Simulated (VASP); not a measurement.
```
GaSb
1.0
    4.31712     0.00000     0.00000
   -2.15856     3.73873     0.00000
    0.00000     0.00000     7.12608
Ga Sb
2 2
Cartesian
  2.15856   1.24624   3.56749
  0.00000   2.49249   0.00446
  2.15856   1.24624   6.23015
  0.00000   2.49249   2.66711
```

Level of theory: r2SCAN meta-GGA, VASP's PBE PAW potentials (set 64) (plane waves; VASP). Run with 400 eV cut-off, 7×7×4 Γ-centred mesh, tetrahedra with Blöchl corrections, potentials Ga_d Sb.

Unless said otherwise, spin-orbit coupling is left out, though it shifts the bands of the heavy elements here.

Give the energies of bands 13 to 21 at the high-symmetry points, in eV from the valence-band maximum.

```
band      Γ      M      K      A      L      H
----  -----  -----  -----  -----  -----  -----
13    -6.68  -7.10  -6.51  -4.26  -6.81  -6.92
14    -1.33  -5.93  -6.51  -4.26  -6.81  -6.92
15    -1.33  -4.05  -4.39  -0.78  -2.28  -3.77
16    -0.22  -2.76  -3.06  -0.78  -2.28  -3.77
17     0.00  -2.44  -3.06  -0.78  -2.16  -1.85
18     0.00  -1.31  -2.83  -0.78  -2.16  -1.85
19     0.40   1.00   1.91   1.08   0.94   1.63
20     0.42   1.92   4.25   1.08   0.94   1.63
21     2.71   3.58   4.25   3.61   2.52   4.24
```

The gap is direct, 0.40 eV, from the valence maximum at Γ to the conduction minimum at Γ.

The structure comes from a computed database's GaSb entry (P6_3mc); how it stands against other phases isn't given here. It was relaxed first.
